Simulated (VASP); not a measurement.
Calculation: PBE GGA, VASP's PBE PAW potentials (set 64) (plane waves; VASP 6.6.1).

The input files of a VASP run:

POSCAR:
```
CsPbBr3
1
    6.0027694076     0.0000000000     0.0000000000
    0.0000000000     6.0027694076     0.0000000000
    0.0000000000     0.0000000000     6.0027694076
Cs Pb Br
1 1 3
Direct
  0.0000000000   0.0000000000   0.0000000000
  0.5000000000   0.5000000000   0.5000000000
  0.5000000000   0.0000000000   0.5000000000
  0.0000000000   0.5000000000   0.5000000000
  0.5000000000   0.5000000000   0.0000000000
```

### KPOINTS
```
Automatic mesh
0
Gamma
4 4 4
0 0 0
```

### INCAR
```
SYSTEM = CsPbBr3
PREC = Accurate
ENCUT = 520
EDIFF = 1E-6
NELM = 100
ALGO = Normal
LREAL = .FALSE.
LASPH = .TRUE.
ISMEAR = 0
SIGMA = 0.05
GGA = PE
LMAXMIX = 4
LWAVE = .TRUE.
LCHARG = .FALSE.
```

POTCAR, in this order: Cs_sv Pb_d Br (PBE.64 set). Program: vasp_std.

Unless said otherwise, spin-orbit coupling is left out, though it shifts the bands of the heavy elements here.

Task: What does the run give for the energy per atom (σ→0), band gap (on the k-mesh)?

Result: 
The energy per atom (σ→0) is -3.175 eV/atom and the band gap (on the k-mesh) comes out as 1.78 eV.

### OSZICAR
```
...
DAV:   7    -0.158623432884E+02    0.58308E-01   -0.57157E-01   734   0.419E+00    0.100E+00
DAV:   8    -0.158731468843E+02   -0.10804E-01   -0.68452E-02   636   0.220E+00    0.189E-01
DAV:   9    -0.158726797389E+02    0.46715E-03   -0.11529E-02   718   0.809E-01    0.105E-01
DAV:  10    -0.158730257815E+02   -0.34604E-03   -0.11378E-03   576   0.199E-01    0.437E-02
DAV:  11    -0.158731216236E+02   -0.95842E-04   -0.20402E-04   618   0.109E-01    0.852E-03
DAV:  12    -0.158731223451E+02   -0.72150E-06   -0.29504E-05   740   0.552E-02    0.601E-03
DAV:  13    -0.158731224274E+02   -0.82325E-07   -0.28357E-06   580   0.124E-02
   1 F= -.15873122E+02 E0= -.15873122E+02  d E =-.215407E-12
```

The compound is CsPbBr3 in the cubic perovskite structure, the ideal cubic form; the compound distorts at low or room temperature. It was relaxed first, which changed the volume by +7 %.
